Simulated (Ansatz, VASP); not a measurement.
**Be3N2: VASP beside Ansatz**

One calculation is typed for both programs; each brings its own data sets. How far apart do they land? The cell is taken from a series of runs on this material, whose earlier steps may have relaxed, scaled, displaced or heated it; both programs get it as it stands.

Main program and level: Ansatz 0.2.0; plane waves, with VASP 6.6.1 beside it; relaxation of cell and atoms at PBEsol.

### 1. Set-up

It takes space group Cm (No. 8, monoclinic). The conventional cell has a = 4.859 Å, b = 2.805 Å, c = 4.633 Å, α = 90.00°, β = 90.00°, γ = 90.00°. Nearest to Be lie 6 N at 1.86 to 2.14 Å. Be has 4 N at 1.68 to 1.84 Å nearest. Nearest to Be lie 4 N at 1.67 to 1.84 Å. Nearest to N lie 7 Be at 1.68 to 2.07 Å. Nearest to N lie 7 Be at 1.67 to 2.14 Å. Farther neighbours and most contacts between anions are not listed.

### 2. Ansatz: relaxation of cell and atoms, PBEsol

Ansatz runs on its default PAW (the set named soft_2) files.

The relaxed volume is the usual yardstick between codes: in a stiff, nearly cubic crystal its relative difference is about their pressure difference at one cell divided by the bulk modulus.

input.yaml reads:

```yaml
crystal:
  lattice:
    - [2.8050806161, 0.0, 0.0]
    - [-1.4025403081, 2.4292710732, 0.0]
    - [0.0, 0.0, 4.6328422625]
  atoms:
    - { symbol: Be, position: [-0.0576304561, -0.0288152281, 0.0] }
    - { symbol: Be, position: [0.6743810856, 0.3371905428, 0.6490792928] }
    - { symbol: Be, position: [0.3410477523, 0.6705238761, 0.3509207072] }
    - { symbol: "N", position: [0.3469097134, 0.6734548567, 0.7476525402] }
    - { symbol: "N", position: [0.6802430467, 0.3401215234, 0.2523474598] }
kpoints:
  mp_grid: { grid: [12, 12, 8] }
hamiltonian:
  xc: pbesol
scf:
  occupations: { method: fixed }
output:
  forces: true
  stress: true
  eigenvalues: true
relax:
  adjacent_minimum: "off"
  f_tol: 0.002
  max_steps: 120
  cell: { stress_tol: 0.03 }
```

Run with:

```sh
ansatz run input.yaml --threads 4 --pin off --max-ram 7168MiB --backend cpu --events-out ev --progress --plain --runs-dir out
```

Numbers of over 12 decimals in the logs are rounded to 6 here.

Output:

```text
Engine: ansatz 0.2.0, aarch64-unknown-linux-gnu
Pseudopotentials: kind: paw
Pseudopotential: Be, paw, valence charge 2, recommended cutoff 420 eV (normal), Be.paw.azcp
Pseudopotential: N, paw, valence charge 5, recommended cutoff 420 eV (normal), N.paw.azcp
Functional definition: PBEsol
  exchange = pbesol_x
  correlation = pbesol_c
Crystal: 5 atoms, lattice volume = 31.570 Å³
Basis set: ecut = 420 eV, 627 PW (Γ), exchange–correlation on 40×40×64 points (8 copies of the dense FFT grid, shifted against one another)
Bands: 13, of which v1, the nominal top of the filled ones, is band 8 counted from 1 (7 counted from 0)
Symmetry: 2 space group operations
Space group: Cm (ITA 8), of the structure as read, at distance tolerance 3.2e-5 Å
k-points: 320 of 1152 (time reversal used)
Non-local potential: Be, projectors of the file, l = 0: 2, l = 1: 2, l = 2: 1
Non-local potential: N, projectors of the file, l = 0: 2, l = 1: 2, l = 2: 1
PAW form: soft (Blöchl's): semilocal exchange-correlation on the pseudo side does not see the compensation charge
PAW frozen core: Be, regenerated for the run's functional, and the local potential with it (the file was generated under x = pbe(κ = 0.804, μ = 0.219515), c = pbe(β = 0.066725))
PAW frozen core: N, regenerated for the run's functional, and the local potential with it (the file was generated under x = pbe(κ = 0.804, μ = 0.219515), c = pbe(β = 0.066725))
PAW one-centre angular grid: Be, 110 points (default); XC on 64 Gauss nodes
PAW one-centre angular grid: N, 110 points (default); XC on 64 Gauss nodes
Initial density: superposition of atomic densities (neutral atoms: chi_scale 0, normalization atom), corrected by the library's trained network
Initial wavefunctions: pseudopotential atomic-orbital guess
Functional: x = pbesol(κ = 0.804, μ = 0.123457), c = pbesol(β = 0.046)
SCF iter   1: F=—  HF=-1032.816995 eV  |F-HF|=—  |Δ(HF+E_count)|=         —  Δρ=1.02e-2  dr2=3.33e-2  ethr=1.77e-3  ⟨swp⟩=5.1  Hψ=22554  notcnv=0  defer=936
preconditioner: auto → none  [insulator: Δε(μ)=4.130 eV  Ē_g=15.007 eV  n_scr=2 (ndim 8)  ℏωp=26.4 eV  f_vac=0.000  ε∞_Penn≈4.1]
SCF iter   2: F=—  HF=-1032.807978 eV  |F-HF|=—  |Δ(HF+E_count)|=   9.02e-3  Δρ=3.43e-3  dr2=3.06e-3  ethr=2.08e-4  ⟨swp⟩=2.7  Hψ=9574  notcnv=0  defer=958
SCF iter   3: F=—  HF=-1032.806945 eV  |F-HF|=—  |Δ(HF+E_count)|=   1.03e-3  Δρ=9.13e-4  dr2=1.52e-4  ethr=1.91e-5  ⟨swp⟩=2.1  Hψ=6417  notcnv=0  defer=960
SCF iter   4: F=—  HF=-1032.806876 eV  |F-HF|=—  |Δ(HF+E_count)|=   6.94e-5  Δρ=1.97e-4  dr2=2.82e-5  ethr=9.50e-7  ⟨swp⟩=2.4  Hψ=6478  notcnv=0  defer=608
SCF iter   5: F=—  HF=-1032.806877 eV  |F-HF|=—  |Δ(HF+E_count)|=   6.98e-7  Δρ=3.91e-5  dr2=1.80e-7  ethr=1.77e-7  ⟨swp⟩=2.1  Hψ=5476  notcnv=0  defer=321
SCF iter   6: F=-1032.806877 eV  HF=-1032.806877 eV  |F-HF|=1.73e-8  |Δ(HF+E_count)|=   1.89e-9  Δρ=9.49e-6  dr2=2.50e-8  ethr=6.25e-10  ⟨swp⟩=8.4  Hψ=20792  notcnv=0
SCF 1 converged in 6 iterations: F = -1032.806877 eV  dr2 = 2.50e-8
  greatest PAW one-centre occupation: 0.780 electrons in one spin orbital (limit 2), on the N atom at site 3 (counted from 0), in its partial waves of l = 0
relax step   1: F+E_penalty+E_count = -1032.80687652 eV  Δ(F+E_penalty+E_count) = +0.000e0 eV  max|allowed force component| = 6.875e-2 eV/Å  Δτ_max = 0.0000 Å  P = +1.009 GPa  Ω = 31.570 Å³  (6 SCF iters, dr2 threshold 1.00e-7 eV, accepted)
[...]
relax step   2: F+E_penalty+E_count = -1032.80776949 eV  Δ(F+E_penalty+E_count) = -8.930e-4 eV  max|allowed force component| = 3.201e-2 eV/Å  Δτ_max = 0.0028 Å  P = +0.504 GPa  Ω = 31.650 Å³  energy of the carried Pulay correction = -2.881e-4 eV  (4 SCF iters, dr2 threshold 5.00e-7 eV, accepted)
[...]
relax step  25: F+E_penalty+E_count = -1033.50957186 eV  Δ(F+E_penalty+E_count) = -4.320e-6 eV  max|allowed force component| = 1.354e-4 eV/Å  Δτ_max = 0.0001 Å  P = -0.000 GPa  Ω = 33.764 Å³  energy of the carried Pulay correction = -1.380e-3 eV  (4 SCF iters, dr2 threshold 7.92e-9 eV, accepted)
[...]
relax step  26: F+E_penalty+E_count = -1033.51124660 eV  Δ(F+E_penalty+E_count) = -1.675e-3 eV  max|allowed force component| = 2.849e-4 eV/Å  Δτ_max = 0.0000 Å  P = +0.081 GPa  Ω = 33.764 Å³  stress off target by 1.84e-1 GPa  SCF on the basis re-selected at this cell (its energy is not comparable with the rows above)  (7 SCF iters)
[...]
relax step  27: F+E_penalty+E_count = -1033.51121282 eV  Δ(F+E_penalty+E_count) = +3.378e-5 eV  max|allowed force component| = 1.653e-4 eV/Å  Δτ_max = 0.0004 Å  P = +0.002 GPa  Ω = 33.776 Å³  energy of the carried Pulay correction = -4.256e-5 eV  (3 SCF iters, dr2 threshold 8.50e-8 eV, accepted)
[...]
relax step  28: F+E_penalty+E_count = -1033.51125994 eV  Δ(F+E_penalty+E_count) = -4.711e-5 eV  max|allowed force component| = 1.180e-4 eV/Å  Δτ_max = 0.0000 Å  P = +0.003 GPa  Ω = 33.776 Å³  stress off target by 6.77e-3 GPa  SCF on the basis re-selected at this cell (its energy is not comparable with the rows above)  (5 SCF iters)
basis re-selected at this cell: Δ(F+E_penalty+E_count) = -4.711e-5 eV, ΔP = +0.001 GPa vs the last step (what re-selecting the basis moved, of the pressure what is left beyond the Pulay correction that the steps carried, after the strain that the cell walked since its last selection, with what the two solves' SCF thresholds leave and, on support functions, any second-order correction that the steps lacked; it is no m [...]
SCF converged after 5 iterations
Free energy (F): -1033.511260 eV
Harris-Foulkes:  -1033.511260 eV  (|F-HF|=4.55e-13)
Internal energy: -1033.511260 eV  (E = F + TS)
E sigma→0 (E₀):  -1033.511260 eV
Fermi energy:    7.984540 eV
--- Per-component energies (eV) ---
  E_band       = 28.274129
  E_kinetic    = 332.250361
  E_local      = -404.942084  (includes V_loc(G=0)·N_el)
  E_nonlocal   = 104.995324
  E_hartree    = 128.747010
  E_xc         = -180.691963
  E_vxc        = -218.118956  (∫ρ·V_xc dr)
  E_paw        = -417.546901  (= ΣΔE_a)
  E_vpaw       = -43.404705  (= ΣTr[D̂ρ^β])
  E_aug_tail   = 0.000191  (compensation charges beyond the density's cutoff)
  E_ewald      = -596.407990
  E_core_change = 0.084792  (= ΣΔE_core)
  E_smearing   = -0.000000  (= −TS)
  E_closure    = -0.000000  (closes the sum)
  Σ components = -1033.511260   (vs F -1033.511260, Δ=0.00e0)
--- Forces (eV/Å), atoms counted from 1 ---
  atom   1  Be    -0.00001572    -0.00000908    -0.00002304
  atom   2  Be     0.00006557     0.00003786     0.00001734
  atom   3  Be     0.00004893     0.00002825    -0.00007473
  atom   4  N     -0.00000022    -0.00000012    -0.00004157
  atom   5  N     -0.00009971    -0.00005757     0.00011706
  max |Σ_I F_I| component: 4.94e-6 eV/Å
--- Stress (GPa, compression-positive) ---
        0.001545       0.000894      -0.001904
        0.000894       0.000513      -0.001099
       -0.001873      -0.001082       0.005765
  P = ⅓ Tr σ = 0.0026 GPa (0.026 kbar)
--- Band table (eV; the first three rows and the last of 320) ---
  k-point 0: bands = [... 4 lower, 6.7800, 7.5318, 7.9845, 7.9845, 13.9975, 15.7800, 16.2779, 16.2780, ... 1 higher]
  k-point 1: bands = [... 4 lower, 6.8046, 7.1491, 7.9411, 7.9412, 14.2033, 15.8749, 16.3773, 16.3774, ... 1 higher]
  k-point 2: bands = [... 4 lower, 6.8723, 6.8724, 7.8290, 7.8291, 14.5838, 16.1676, 16.6340, 16.6341, ... 1 higher]
  k-point 319: bands = [... 4 lower, 4.2460, 4.8653, 4.9624, 5.8723, 13.4130, 14.5466, 18.2583, 18.4284, ... 1 higher]
--- Relaxed structure (25 steps of the walk, 24 accepted, 3 SCFs on fresh bases) ---
  F+E_penalty+E_count = -1033.51125994 eV   max|allowed force component| = 1.180e-4 eV/Å   (the final SCF, on the basis selected at the relaxed cell)
  cell:  # Å, volume = 33.7762 Å³
    - [2.804405, -0.017710, -0.415386]
    - [-1.417539, 2.455250, 2.7755575615628914e-17]
    - [-0.686047, -0.396089, 5.059328]
  atoms:
    - { symbol: Be, position: [-0.238956, -0.119478, 0.046071] }
    - { symbol: Be, position: [0.843577, 0.421789, 0.669894] }
    - { symbol: Be, position: [0.303535, 0.651767, 0.359817] }
    - { symbol: N, position: [0.534107, 0.767054, 0.705685] }
    - { symbol: N, position: [0.542688, 0.271344, 0.218534] }
```

### 3. VASP: relaxation of cell and atoms, PBEsol

The same cell, functional and mesh now go to VASP, with its own data sets.

Lines of VASP's logs that name or quote its potential files are left out, and so is its time.

INCAR reads:

```
SYSTEM = Be3N2
PREC = Accurate
ENCUT = 600
EDIFF = 1E-07
NELM = 120
ISMEAR = 0
SIGMA = 0.01
LREAL = .FALSE.
ALGO = Normal
GGA = PS
NBANDS = 14
LORBIT = 11
LWAVE = .FALSE.
LCHARG = .FALSE.
ISIF = 3
IBRION = 2
NSW = 80
EDIFFG = -0.005
LASPH = .TRUE.
GGA_COMPAT = .FALSE.
NELMIN = 4
EFERMI = MIDGAP
KPAR = 2
```

POSCAR reads:

```
Be3N2
1.0
    2.8050810000      0.0000000000      0.0000000000
   -1.4025400000      2.4292710000      0.0000000000
    0.0000000000      0.0000000000      4.6328420000
Be N
3 2
Direct
    0.9423693964      0.9711847711      0.0000000000
    0.6743809196      0.3371904575      0.6490793340
    0.3410477051      0.6705237909      0.3509206660
    0.3469094728      0.6734547113      0.7476525209
    0.6802426873      0.3401213780      0.2523474791
```

KPOINTS reads:

```
Automatic mesh
0
Gamma
12 12 8
0 0 0
```

The projector-augmented-wave data sets are Be and N (PBE family, release 64).

Run with:

```sh
mpirun -np 2 vasp_std
```

Output:

```text
[banner, memory and clock lines left out]
running    2 mpi-ranks, on    1 nodes
 distrk:  each k-point on    1 cores,    2 groups
 distr:  one band on    1 cores,    1 groups

 POSCAR found type information on POSCAR BeN
 POSCAR found :  2 types and       5 ions
|                                                                             |
|               ----> ADVICE to this user running VASP <----                  |
|                                                                             |
|     You enforced a specific xc type in the INCAR file but a different       |
|     [... a line on the potential file left out ...]
|     I HOPE YOU KNOW WHAT YOU ARE DOING!                                     |
|                                                                             |

 LDA part: xc-table for (Slater+PW92), standard interpolation
 POSCAR, INCAR and KPOINTS ok, starting setup
 FFT: planning ... GRIDC
 FFT: planning ... GRID_SOFT
 FFT: planning ... GRID
 WAVECAR not read
 entering main loop
       N       E                     dE             d eps       ncg     rms          rms(c)
DAV:   1     0.554261760919E+02    0.55426E+02   -0.86899E+03  8960   0.120E+03
DAV:   2    -0.323479366006E+02   -0.87774E+02   -0.79601E+02 12720   0.273E+02
DAV:   3    -0.364039121762E+02   -0.40560E+01   -0.40248E+01 12632   0.570E+01
DAV:   4    -0.364495547395E+02   -0.45643E-01   -0.45622E-01 10444   0.673E+00
DAV:   5    -0.364502990807E+02   -0.74434E-03   -0.74391E-03 12554   0.705E-01    0.875E+00
DAV:   6    -0.340970575513E+02    0.23532E+01   -0.56101E+00 12476   0.188E+01    0.328E+00
DAV:   7    -0.340364729412E+02    0.60585E-01   -0.39869E-01 12518   0.520E+00    0.236E+00
DAV:   8    -0.340145119317E+02    0.21961E-01   -0.82558E-02 11864   0.280E+00    0.624E-01
DAV:   9    -0.340089122332E+02    0.55997E-02   -0.18180E-02 11948   0.123E+00    0.128E-01
DAV:  10    -0.340089552227E+02   -0.42989E-04   -0.73399E-04 11980   0.247E-01    0.603E-02
DAV:  11    -0.340089613106E+02   -0.60879E-05   -0.40728E-05 11906   0.557E-02    0.271E-02
DAV:  12    -0.340089607996E+02    0.51109E-06   -0.13389E-05 11850   0.284E-02    0.333E-03
DAV:  13    -0.340089608771E+02   -0.77550E-07   -0.43239E-07 11564   0.699E-03
   1 F= -.34008961E+02 E0= -.34008961E+02  d E =-.340090E+02
[... from here on, the cycles between the ionic steps are left out ...]
   2 F= -.34010840E+02 E0= -.34010840E+02  d E =-.187938E-02
   3 F= -.34010873E+02 E0= -.34010873E+02  d E =-.191178E-02
  14 F= -.34012309E+02 E0= -.34012309E+02  d E =-.113174E-03
  15 F= -.34012614E+02 E0= -.34012614E+02  d E =-.417910E-03
  16 F= -.34013024E+02 E0= -.34013024E+02  d E =-.827931E-03
  17 F= -.34012602E+02 E0= -.34012602E+02  d E =-.406259E-03
  18 F= -.34013101E+02 E0= -.34013101E+02  d E =-.904925E-03
  19 F= -.34013367E+02 E0= -.34013367E+02  d E =-.265834E-03
  20 F= -.34013528E+02 E0= -.34013528E+02  d E =-.427126E-03
  21 F= -.34013618E+02 E0= -.34013618E+02  d E =-.899936E-04
  22 F= -.34013631E+02 E0= -.34013631E+02  d E =-.102936E-03
  23 F= -.34013664E+02 E0= -.34013664E+02  d E =-.325943E-04
  24 F= -.34013673E+02 E0= -.34013673E+02  d E =-.416029E-04
 curvature:  -1.12 expect dE=-0.201E-04 dE for cont linesearch -0.328E-07
 trial: gam= 0.37502 g(F)=  0.675E-05 g(S)=  0.112E-04 ort =-0.143E-05 (trialstep = 0.101E+01)
 search vector abs. value=  0.268E-04
 bond charge predicted
       N       E                     dE             d eps       ncg     rms          rms(c)
DAV:   1    -0.340136925461E+02   -0.19829E-04   -0.14661E-03  9200   0.317E-01    0.175E-02
DAV:   2    -0.340136878212E+02    0.47249E-05   -0.25869E-05 12770   0.469E-02    0.101E-02
DAV:   3    -0.340136846566E+02    0.31646E-05   -0.35815E-06 11402   0.170E-02    0.187E-03
DAV:   4    -0.340136845993E+02    0.57354E-07   -0.49947E-07 11876   0.638E-03
  25 F= -.34013685E+02 E0= -.34013685E+02  d E =-.118835E-04
 trial-energy change:   -0.000012  1 .order   -0.000012   -0.000018   -0.000006
 step:   1.5079(harm=  1.5079)  dis= 0.00045  next Energy=   -34.013686 (dE=-0.131E-04)
 reached required accuracy - stopping structural energy minimisation
```

(Continued in part 2 of 2.)

[Lines on the potential files, build, host, timing and source positions are cut from VASP's logs without a mark.]

[Logs are printed without paths, hosts, clocks, repeated set-up lines and the standing remarks that a program may print on its own settings, such as how far it seeks lower states.]

[Hosts, paths, dates, database ids (printed as entryN), source tags and the programs' standing remarks are cut or masked in the printed files.]
